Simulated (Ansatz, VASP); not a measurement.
Be3Ag in VASP and in Ansatz

File INCAR:

```
  PREC = Accurate
  ENCUT = 520
  EDIFF = 1E-6
  ISMEAR = -1
  SIGMA = 0.1327
  LREAL = Auto
  LASPH = True
  NELM = 100
  ALGO = Fast
  ISIF = 2
  LWAVE = False
  LCHARG = False
  GGA = PE
  NBANDS = 58
```

Contents of KPOINTS:

```
Automatic mesh
0
Gamma
  4 4 4
```

The input POSCAR:

```
Be3Ag
1.0
    5.9946500000      0.0085350000     -0.1640780000
    0.0085350000      5.8394660000      0.0032650000
   -0.1640780000      0.0032650000      6.0504030000
Be Ag
15 5
Direct
    0.6592662020      0.5334537617      0.7613427483
    0.6235588173      0.1826418433      0.8162378434
    0.4648314881      0.8252020611      0.5247972493
    0.4238710628      0.6107540917      0.1731940511
    0.6874669891      0.3377699552      0.1186149667
    0.0266566079      0.4176263383      0.2996426916
    0.9477075985      0.3408261052      0.6674149775
    0.3395380807      0.4834607309      0.5750136868
    0.5522996832      0.9923865289      0.1067270498
    0.9478475001      0.1324187263      0.9915459523
    0.1723938384      0.9392980144      0.2117667825
    0.1655548096      0.0657486465      0.5343379047
    0.7451735344      0.5961566082      0.4055859013
    0.0975942483      0.7222704947      0.4844174368
    0.8954632158      0.0508356734      0.3530223459
    0.2813680893      0.2991607454      0.9300909765
    0.8099604877      0.8885472371      0.6814007314
    0.2759086284      0.7848252568      0.8689019488
    0.8583522740      0.6956256968      0.0862590820
    0.5247596684      0.2140588992      0.4198227827
```

Input for Ansatz:

```yaml
crystal:
  lattice:
    - [5.99465, 0.008535, -0.164078]
    - [0.008535, 5.839466, 0.003265]
    - [-0.164078, 0.003265, 6.050403]
  atoms:
    - { symbol: Be, position: [0.659266202, 0.5334537617, 0.7613427483] }
    - { symbol: Be, position: [0.6235588173, 0.1826418433, 0.8162378434] }
    - { symbol: Be, position: [0.4648314881, 0.8252020611, 0.5247972493] }
    - { symbol: Be, position: [0.4238710628, 0.6107540917, 0.1731940511] }
    - { symbol: Be, position: [0.6874669891, 0.3377699552, 0.1186149667] }
    - { symbol: Be, position: [0.0266566079, 0.4176263383, 0.2996426916] }
    - { symbol: Be, position: [0.9477075985, 0.3408261052, 0.6674149775] }
    - { symbol: Be, position: [0.3395380807, 0.4834607309, 0.5750136868] }
    - { symbol: Be, position: [0.5522996832, 0.9923865289, 0.1067270498] }
    - { symbol: Be, position: [0.9478475001, 0.1324187263, 0.9915459523] }
    - { symbol: Be, position: [0.1723938384, 0.9392980144, 0.2117667825] }
    - { symbol: Be, position: [0.1655548096, 0.0657486465, 0.5343379047] }
    - { symbol: Be, position: [0.7451735344, 0.5961566082, 0.4055859013] }
    - { symbol: Be, position: [0.0975942483, 0.7222704947, 0.4844174368] }
    - { symbol: Be, position: [0.8954632158, 0.0508356734, 0.3530223459] }
    - { symbol: Ag, position: [0.2813680893, 0.2991607454, 0.9300909765] }
    - { symbol: Ag, position: [0.8099604877, 0.8885472371, 0.6814007314] }
    - { symbol: Ag, position: [0.2759086284, 0.7848252568, 0.8689019488] }
    - { symbol: Ag, position: [0.858352274, 0.6956256968, 0.086259082] }
    - { symbol: Ag, position: [0.5247596684, 0.2140588992, 0.4198227827] }
basis:
  ecutwfc: 420
kpoints:
  mp_grid: { grid: [4, 4, 4] }
hamiltonian:
  xc: pbe
scf:
  occupations: { method: fermi_dirac, width: 0.1327 }
output:
  forces: true
  stress: true
  eigenvalues: true
  populations: true
```

Alike in both runs: task single point; functional PBE; k mesh 4 × 4 × 4; occupations fermi-dirac, width 0.1327 eV; no spin polarisation.

```csv
,VASP,Ansatz
version,VASP 6.6.1,Ansatz 0.2.0
potentials or method,"VASP PAW PBE potentials, release 64 (Be, Ag)","scalar-relativistic, plane waves, PAW"
plane-wave cutoff (eV),520,420
valence electrons in the cell,85,125
```

Ansatz gave:

```
gap on the k mesh at the Fermi level (eV) : none
rms of the force components (eV/Å)        : 0.763
```

Problem. Estimate VASP's values.

Solution. gap on the k mesh at the Fermi level (eV): none; rms of the force components (eV/Å): 0.767.

Atom by atom the forces differ by 0.006 eV/Å (rms over components). A gap of «none» marks a metal or a gap that the smearing closes. The two sets of potentials don't hold the same shells in valence.
